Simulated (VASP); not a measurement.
Crystal: Cu2B.

```
CELL_PARAMETERS angstrom
0.00000 3.28347 3.28347
3.28347 0.00000 3.28347
3.28347 3.28347 0.00000
ATOMIC_POSITIONS crystal
Cu 0.12500 0.12500 0.12500
Cu 0.62500 0.12500 0.12500
Cu 0.12500 0.12500 0.62500
Cu 0.12500 0.62500 0.12500
B 0.50000 0.50000 0.50000
B 0.75000 0.75000 0.75000
```

The cell was built by a generator and needn't be a form met in nature.

Base run:

```yaml
Program: VASP 6.6.1
Functional: PBEsol
Potentials_or_basis: VASP PAW PBE potentials, release 64 (Cu, B)
Cutoff: 520 eV
k_mesh: 5 × 5 × 5
Occupations: fermi-dirac, width 0.05 eV
Spin: no spin polarisation
Hubbard_terms: Cu d U = 6 eV
```

Its results: band gap on the k mesh none (metal or under the smearing width); pressure -10.2 GPa.

Q: After a change of settings the same cell gave: band gap on the k mesh none (metal or under the smearing width); pressure -9.2 GPa. Which change was it?
A. hubbard terms from Cu d U = 6 eV to none
B. hubbard terms from Cu d U = 6 eV to Cu d U = 4 eV
C. hubbard terms from Cu d U = 6 eV to Cu d U = 8 eV

A: B.

Caveats: the PAW data sets were made with another functional, which shifts forces and pressure a little; U without spin polarisation on a metal has little footing; the U is typed as a test and isn't derived for this compound.

Not every run made on this cell is shown here.
